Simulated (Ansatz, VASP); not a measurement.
# Ir (Ir wire along [110], 3 atoms a period): VASP beside Ansatz, part 2 of 2

Aim: how closely do two programs agree when they are given the same cell, functional and k mesh? Of the first pair: The structure shown is the start of the Ansatz relaxation below; VASP solves that cell, so the two are compared at the walk's first step.

VASP 6.6.1 and Ansatz 0.2.0.

So far: The starting structure; Ansatz: relaxation, PBE.

## (3) VASP: single point, PBE, start cell, pair 1

Level of this step: PBE, zero-moment start; plane waves and PAW (Ir) (VASP).

The same cell, functional, mesh and smearing now go to VASP, with its own data sets.

Lines of VASP's logs that name or quote its potential files are left out, and so is its time.

File INCAR:

```
SYSTEM = Ir
PREC = Accurate
ENCUT = 400
EDIFF = 1E-06
NELM = 200
ISMEAR = -1
SIGMA = 0.05
LREAL = .FALSE.
ALGO = Normal
GGA = PE
NBANDS = 21
ISPIN = 2
MAGMOM = -0 -0 -0
LASPH = .TRUE.
LMAXMIX = 4
LORBIT = 11
LWAVE = .FALSE.
LCHARG = .FALSE.
ISIF = 2
GGA_COMPAT = .FALSE.
KPAR = 2
```

File POSCAR:

```
Ir
1.0
    8.7350000000      0.0000000000      0.0000000000
    0.0000000000      9.5370000000      0.0000000000
    0.0000000000      0.0000000000      2.7365030000
Ir
3
Direct
    0.3892386949      0.3565062389      0.0000000000
    0.6107613051      0.4999739436      0.5000000000
    0.3892386949      0.6434416483      0.0000000000
```

File KPOINTS:

```
Automatic mesh
0
Gamma
1 1 30
0 0 0
```

Potentials, in the order of the species: Ir (PBE family, release 64).

The run is started by

```console
> mpirun -np 2 vasp_std
```

Numbers of over 12 decimals in the logs are rounded to 6 here.

Output:

```text
[banner, memory and clock lines left out]
running    2 mpi-ranks, on    1 nodes
 distrk:  each k-point on    1 cores,    2 groups
 distr:  one band on    1 cores,    1 groups

 POSCAR found type information on POSCAR Ir
 POSCAR found :  1 types and       3 ions
 LDA part: xc-table for (Slater+PW92), standard interpolation
 POSCAR, INCAR and KPOINTS ok, starting setup
 FFT: planning ... GRIDC
 FFT: planning ... GRID_SOFT
 FFT: planning ... GRID
 WAVECAR not read
 entering main loop
       N       E                     dE             d eps       ncg     rms          rms(c)
DAV:   1     0.163130813691E+03    0.16313E+03   -0.80266E+03  1344   0.789E+02
DAV:   2    -0.163171581575E+00   -0.16329E+03   -0.14680E+03  1484   0.246E+02
DAV:   3    -0.190378074640E+02   -0.18875E+02   -0.17360E+02  1792   0.732E+01
DAV:   4    -0.197303063101E+02   -0.69250E+00   -0.67461E+00  1506   0.172E+01
DAV:   5    -0.197471879288E+02   -0.16882E-01   -0.16856E-01  1579   0.216E+00    0.120E+01
DAV:   6    -0.185143789037E+02    0.12328E+01   -0.34352E+00  1619   0.155E+01    0.560E+00
DAV:   7    -0.189798418323E+02   -0.46546E+00   -0.42778E+00  2006   0.148E+01    0.754E+00
DAV:   8    -0.183738533143E+02    0.60599E+00   -0.26127E+00  1932   0.140E+01    0.174E+00
DAV:   9    -0.183652016789E+02    0.86516E-02   -0.62332E-02  1384   0.175E+00    0.515E-01
DAV:  10    -0.183634105989E+02    0.17911E-02   -0.70092E-03  1586   0.543E-01    0.130E-01
DAV:  11    -0.183633992610E+02    0.11338E-04   -0.31435E-04  1586   0.118E-01    0.608E-02
DAV:  12    -0.183633653098E+02    0.33951E-04   -0.28370E-04  1354   0.771E-02    0.327E-02
DAV:  13    -0.183634528087E+02   -0.87499E-04   -0.36109E-05  1370   0.511E-02    0.229E-02
DAV:  14    -0.183635818430E+02   -0.12903E-03   -0.20958E-05  1344   0.402E-02    0.149E-02
DAV:  15    -0.183636820527E+02   -0.10021E-03   -0.15087E-05  1344   0.242E-02    0.892E-03
DAV:  16    -0.183637158587E+02   -0.33806E-04   -0.68333E-06  1406   0.219E-02    0.436E-03
DAV:  17    -0.183637195126E+02   -0.36540E-05   -0.74839E-07  1004   0.674E-03    0.191E-03
DAV:  18    -0.183637250070E+02   -0.54944E-05   -0.88156E-07  1024   0.423E-03    0.132E-03
DAV:  19    -0.183637266338E+02   -0.16268E-05   -0.24363E-07  1003   0.255E-03    0.638E-04
DAV:  20    -0.183637269490E+02   -0.31520E-06   -0.81466E-08   857   0.141E-03
   1 F= -.18363727E+02 E0= -.18322488E+02  d E =-.824778E-01  mag=     0.0005
```

OUTCAR, selected parts (step 3):

```text
ion  position               nearest neighbor table
   1  0.389  0.357  0.000-   3 2.74   2 2.74   2 2.74
   2  0.611  0.500  0.500-   1 2.74   1 2.74   3 2.74   3 2.74
   3  0.389  0.643  0.000-   1 2.74   2 2.74   2 2.74

  LATTYP: Found a simple orthorhombic cell.
 ALAT       =     2.7365030000
 B/A-ratio  =     3.1920301202
 C/A-ratio  =     3.4851048948

 Subroutine GETGRP returns: Found  4 space group operations
 (whereof  2 operations were pure point group operations)

The static configuration has the point symmetry C_1h.
 The point group associated with its full space group is C_2v.

 Found     16 irreducible k-points:

   k-points           NKPTS =     16   k-points in BZ     NKDIM =     16   number of bands    NBANDS=     21

   dimension x,y,z NGX =    60 NGY =   64 NGZ =   18
   dimension x,y,z NGXF=   120 NGYF=  128 NGZF=   36

   ENCUT  =  400.0 eV  29.40 Ry    5.42 a.u.  14.24 15.55  4.46*2*pi/ulx,y,z

   NELECT =      27.0000    total number of electrons

 k-points in reciprocal lattice and weights: Automatic mesh
   0.00000000  0.00000000  0.00000000       0.033
   0.00000000  0.00000000  0.03333333       0.067
   0.00000000  0.00000000  0.06666667       0.067
   0.00000000  0.00000000  0.10000000       0.067
   0.00000000  0.00000000  0.13333333       0.067
   0.00000000  0.00000000  0.16666667       0.067
   0.00000000  0.00000000  0.20000000       0.067
   0.00000000  0.00000000  0.23333333       0.067
   0.00000000  0.00000000  0.26666667       0.067
[...]
0.00000000  0.00000000  0.46666667       0.067
   0.00000000  0.00000000  0.50000000       0.033

 average (electrostatic) potential at core
       1 -60.2487       2 -60.2715       3 -60.2487

 E-fermi :  -2.3949

 spin component 1
 k-point     1 :       0.0000    0.0000    0.0000
  band No.  band energies     occupation
    ...
     10      -3.1544      1.00000
     11      -2.9599      0.99999
     12      -2.6082      0.98616
     13      -2.4259      0.65037
     14      -2.4212      0.62884
     15      -2.3856      0.45394
     16      -1.7435      0.00000
     17      -1.3867      0.00000
     18      -1.2912      0.00000
     19      -0.2312      0.00000
    ...

 k-point     2 :       0.0000    0.0000    0.0333
  band No.  band energies     occupation
    ...
     10      -3.1926      1.00000
     11      -2.9630      0.99999
     12      -2.5341      0.94180
     13      -2.5031      0.89696
     14      -2.4293      0.66571
     15      -2.2868      0.10328
     16      -1.7542      0.00000
     17      -1.4565      0.00000
     18      -1.3936      0.00000
     19      -0.1216      0.00000
    ...

 k-point     3 :       0.0000    0.0000    0.0667
  band No.  band energies     occupation
    ...
      9      -3.5396      1.00000
     10      -3.2121      1.00000
     11      -3.0184      1.00000
     12      -2.5699      0.97070
     13      -2.4594      0.78430
     14      -2.3854      0.45279
     15      -2.1329      0.00527
     16      -1.7776      0.00000
     17      -1.6303      0.00000
     18      -1.6191      0.00000
    ...

 k-point     4 :       0.0000    0.0000    0.1000
  band No.  band energies     occupation
    ...
      9      -3.7681      1.00000
     10      -3.2015      1.00000
     11      -3.1669      1.00000
     12      -2.5997      0.98363
     13      -2.5242      0.93001
     14      -2.2420      0.04487
     15      -1.9618      0.00017
     16      -1.8716      0.00003
     17      -1.8462      0.00002
     18      -1.7563      0.00000
    ...

 k-point     5 :       0.0000    0.0000    0.1333
  band No.  band energies     occupation
    ...
      9      -4.0116      1.00000
     10      -3.3761      1.00000
     11      -3.1804      1.00000
     12      -2.6356      0.99195
     13      -2.6153      0.98798
     14      -2.1584      0.00875
     15      -2.1240      0.00442
     16      -2.0662      0.00139
     17      -1.6999      0.00000
     18      -1.6892      0.00000
    ...

 k-point     6 :       0.0000    0.0000    0.1667
  band No.  band energies     occupation
    ...
      9      -4.2413      1.00000
     10      -3.6017      1.00000
     11      -3.1573      1.00000
     12      -2.7871      0.99961
     13      -2.6386      0.99242
     14      -2.3060      0.14455
     15      -2.2923      0.11388
     16      -2.0579      0.00118
     17      -1.5727      0.00000
     18      -1.4418      0.00000
    ...

  Total       -5.7598700     -7.3478522    -14.6044920      0.0000000      0.0000000      0.0000000
  in kB      -40.4811313    -51.6416813   -102.6423099      0.0000000      0.0000000      0.0000000
  external PRESSURE =     -64.9217075 kB  Pullay stress =       0.0000000 kB

  energy-cutoff  :      400.00
  volume of cell :      227.97
      direct lattice vectors                 reciprocal lattice vectors
     8.735000000  0.000000000  0.000000000     0.114481969  0.000000000  0.000000000
     0.000000000  9.537000000  0.000000000     0.000000000  0.104854776  0.000000000
     0.000000000  0.000000000  2.736503000     0.000000000  0.000000000  0.365429894

 POSITION                                       TOTAL-FORCE (eV/Angst)
 -----------------------------------------------------------------------------------
      3.40000      3.40000      0.00000         1.458079      2.754837      0.000000
      5.33500      4.76825      1.36825        -2.916158      0.000000      0.000000
      3.40000      6.13650      0.00000         1.458079     -2.754837      0.000000
 -----------------------------------------------------------------------------------
    total drift:                                0.000181      0.000000     -0.000000

  FREE ENERGIE OF THE ION-ELECTRON SYSTEM (eV)
  ---------------------------------------------------
  free  energy   TOTEN  =       -18.3637269490 eV

  energy  without entropy=      -18.2812491878  energy(sigma->0) =      -18.32248807

 total charge
# of ion       s       p       d       tot
------------------------------------------
    1        0.616   0.293   6.851   7.760
    2        0.608   0.346   6.890   7.843
    3        0.616   0.293   6.851   7.760
--------------------------------------------------
tot          1.840   0.931  20.592  23.363

 magnetization (x)
# of ion       s       p       d       tot
------------------------------------------
    1        0.000   0.000   0.000   0.000
    2        0.000  -0.000   0.000   0.000
    3        0.000   0.000   0.000   0.000
--------------------------------------------------
tot          0.000   0.000   0.000   0.000

[... 6 further parts left out ...]
```

This run allows spin, but its moments start at zero, where symmetry between the spins tends to hold them. Its electron count is odd, so without a moment it is a metal by construction.

## (4) Differences

Known differences besides the potentials themselves: the data sets hold 51 valence electrons in Ansatz (on its default PAW (the set named soft_2) files) and 27 in VASP; the cutoff is 420 eV in Ansatz and 400 eV in VASP. Total energies have different zeros and are not compared.

Forces (eV/Å; atoms numbered as in POSCAR):

```csv
atom,"Ansatz x, y, z","VASP x, y, z"
Ir1,"1.454, 2.718, 0.000","1.458, 2.755, 0.000"
Ir2,"-2.908, 0.000, 0.000","-2.916, 0.000, 0.000"
Ir3,"1.454, -2.718, 0.000","1.458, -2.755, 0.000"
```

The forces differ by 18 meV/Å r.m.s., which is 1.0 % of the r.m.s. force of 1.762 eV/Å (both taken over all components). Moments aren't recorded for both runs of this pair, so they may hold unlike magnetic states.

## (5) Ansatz: relaxation, PBE

This run makes the geometry at which the two programs are then compared. The cell compared in this pair holds 207.05 Å³, against 227.97 Å³ for the pair before.

The structure compared here is the end of the Ansatz relaxation.

File input.yaml:

```yaml
crystal:
  lattice:
    - [8.735, 0.0, 0.0]
    - [0.0, 9.537, 0.0]
    - [0.0, 0.0, 2.7365032432]
  atoms:
    - { symbol: Ir, position: [0.389238695, 0.356506239, 0.0], spin: 0.8 }
    - { symbol: Ir, position: [0.610761305, 0.499973956, 0.5], spin: 0.8 }
    - { symbol: Ir, position: [0.389238695, 0.643441674, 0.0], spin: 0.8 }
magnetization:
  spin_polarized: true
kpoints:
  mp_grid: { grid: [1, 1, 30] }
scf:
  occupations: { method: fermi_dirac, width: 0.05 }
hamiltonian:
  xc: pbe
relax:
  cell: { fix: [a, b, alpha, beta, gamma] }
  max_steps: 60
```

The run is started by

```console
> ansatz run input.yaml --threads 4 --pin off --max-ram 16384MiB --backend cpu --events-out ev --progress --plain --runs-dir out
```

Output:

```text
[...]
Crystal: 3 atoms, lattice volume = 227.966 Å³
Basis set: ecut = 420 eV, 4483 PW (Γ), exchange–correlation on 120×128×40 points (8 copies of the dense FFT grid, shifted against one another)
Bands: 33, of which v1, the nominal top of the filled ones, is band 26 counted from 1 (25 counted from 0)
Symmetry: 4 space group operations
[...]
P = ⅓ Tr σ = 0.0527 GPa (0.527 kbar)
--- Relaxed structure (8 steps of the walk, 8 accepted, 1 SCFs on fresh bases) ---
[...]
cell:  # Å, volume = 207.0498 Å³
    - [8.735, 0.0, 0.0]
    - [0.0, 9.537, 0.0]
    - [0.0, 0.0, 2.485422]
  atoms:
    - { symbol: Ir, position: [0.388449, 0.369989, 0.0] }
    - { symbol: Ir, position: [0.612340, 0.499974, 0.500000] }
    - { symbol: Ir, position: [0.388449, 0.629959, 0.0] }
[key lines of the parts left out:]
SCF converged after 9 iterations
Magnetization: -0.0000 μB (25.5000 up, 25.5000 down)
Free energy (F): -35798.874883 eV
Fermi energy:    1.015615 eV
```

## (6) VASP: single point, PBE, relaxed cell, pair 2

The same cell, functional, mesh and smearing now go to VASP, with its own data sets.

Edit INCAR of step 3 so:

```diff
@@ -2,3 +2,3 @@
 PREC = Accurate
-ENCUT = 400
+ENCUT = 500
 EDIFF = 1E-06
```

File POSCAR:

```
Ir
1.0
    8.7350000000      0.0000000000      0.0000000000
    0.0000000000      9.5370000000      0.0000000000
    0.0000000000      0.0000000000      2.4854218145
Ir
3
Direct
    0.3884492619      0.3699886673      0.0000000000
    0.6123401713      0.4999739564      0.5000000000
    0.3884492619      0.6299592454      0.0000000000
```

KPOINTS is that of step 3.

The run is started by

```console
> mpirun -np 2 vasp_std
```

Output:

```text
[... set-up lines as in an earlier step ...]
 entering main loop
       N       E                     dE             d eps       ncg     rms          rms(c)
DAV:   1     0.199833543477E+03    0.19983E+03   -0.92270E+03  1344   0.951E+02
DAV:   2     0.178019514881E+01   -0.19805E+03   -0.17486E+03  1392   0.272E+02
DAV:   3    -0.200431885935E+02   -0.21823E+02   -0.20356E+02  1826   0.829E+01
DAV:   4    -0.208015291696E+02   -0.75834E+00   -0.74539E+00  1529   0.186E+01
[...]
DAV:  18    -0.195360262032E+02   -0.34649E-05   -0.55583E-07   981   0.428E-03    0.173E-03
DAV:  19    -0.195360294727E+02   -0.32695E-05   -0.37941E-07   935   0.283E-03    0.128E-03
DAV:  20    -0.195360302343E+02   -0.76166E-06   -0.10900E-07  1035   0.138E-03
   1 F= -.19536030E+02 E0= -.19510858E+02  d E =-.503444E-01  mag=     0.0000
```

OUTCAR, selected parts (step 6):

```text
  Total        0.0221510      0.2194803      0.3621917      0.0000000      0.0000000      0.0000000
  in kB        0.1714075      1.6983663      2.8026847      0.0000000      0.0000000      0.0000000
  external PRESSURE =       1.5574862 kB  Pullay stress =       0.0000000 kB

 POSITION                                       TOTAL-FORCE (eV/Angst)
 -----------------------------------------------------------------------------------
      3.39310      3.52858      0.00000        -0.024384     -0.014027      0.000000
      5.34879      4.76825      1.24271         0.048768      0.000000      0.000000
      3.39310      6.00792      0.00000        -0.024384      0.014027      0.000000
 -----------------------------------------------------------------------------------
    total drift:                                0.000064     -0.000000     -0.000000

  FREE ENERGIE OF THE ION-ELECTRON SYSTEM (eV)
  ---------------------------------------------------
  free  energy   TOTEN  =       -19.5360302343 eV

  energy  without entropy=      -19.4856858295  energy(sigma->0) =      -19.51085803

 magnetization (x)
# of ion       s       p       d       tot
------------------------------------------
    1        0.000   0.000   0.000   0.000
    2       -0.000  -0.000   0.000   0.000
    3        0.000   0.000   0.000   0.000
--------------------------------------------------
tot          0.000   0.000   0.000   0.000

[... 1 part as in an earlier step ...]

[... 2 further parts left out ...]
[key lines of the parts left out:]
E-fermi :  -2.1547
```

## (7) Comparison

What differs besides the data sets and the points named for the pairs above, as far as they apply: the data sets hold 51 valence electrons in Ansatz (on its default PAW (the set named soft_2) files) and 27 in VASP; the cutoff is 420 eV in Ansatz and 500 eV in VASP; Ansatz's pressure holds a Pulay correction, VASP's none. Total energies have different zeros and are not compared.

Both answers:

```csv
quantity,Ansatz,VASP,difference
pressure (GPa),0.05,0.16,-0.10
```

Forces (eV/Å; atoms numbered as in POSCAR):

```csv
atom,"Ansatz x, y, z","VASP x, y, z"
Ir1,"0.001, 0.009, 0.000","-0.024, -0.014, 0.000"
Ir2,"-0.003, 0.000, 0.000","0.049, 0.000, 0.000"
Ir3,"0.001, -0.009, 0.000","-0.024, 0.014, 0.000"
```

The forces differ by 24 meV/Å r.m.s., where the r.m.s. force is 0.005 eV/Å in Ansatz and 0.021 eV/Å in VASP: the atoms lie near their places of rest in Ansatz, so a percentage would say little (all taken over all components).

## (8) Other set-ups

Further runs change the set-up of one program: Ansatz's method, potentials or start, or VASP's data sets, cutoff or form of LDA. The table gives Ansatz less VASP for each quantity, since a change that brings one quantity closer may part another.

```csv
run,r.m.s. force difference (meV/Å),pressure (GPa)
as above,24,-0.10
VASP with the data sets Ir_sv_GW,3.5,0.66
```

## (9) Summary of results

| Quantity | Value |
| --- | --- |
| r.m.s. force difference (single point, PBE, start cell, pair 1) | 1.00 % of the r.m.s. force |
| r.m.s. force difference (single point, PBE, relaxed cell, pair 2) | 24 meV/Å |

In words: The r.m.s. force difference is 24 meV/Å (single point, PBE, relaxed cell, pair 2), beyond the 12 meV/Å picked in this series as the mark of a large difference. The data sets hold unlike numbers of valence electrons (51 in Ansatz and 27 in VASP), so part of the differences comes from the potentials. Single point, PBE, relaxed cell, pair 2, VASP with the data sets Ir_sv_GW: r.m.s. force difference goes from 24 to 3.5 meV/Å; the difference in pressure goes from -0.10 to 0.66 GPa. How closely two codes agree says nothing of how well the functional describes the real material.

[Lines on the potential files, build, host, timing and source positions are cut from VASP's logs without a mark.]

[Logs are printed without paths, hosts, clocks, repeated set-up lines and the standing remarks that a program may print on its own settings, such as how far it seeks lower states.]

[Hosts, paths, dates, database ids (printed as entryN), source tags and the programs' standing remarks are cut or masked in the printed files.]
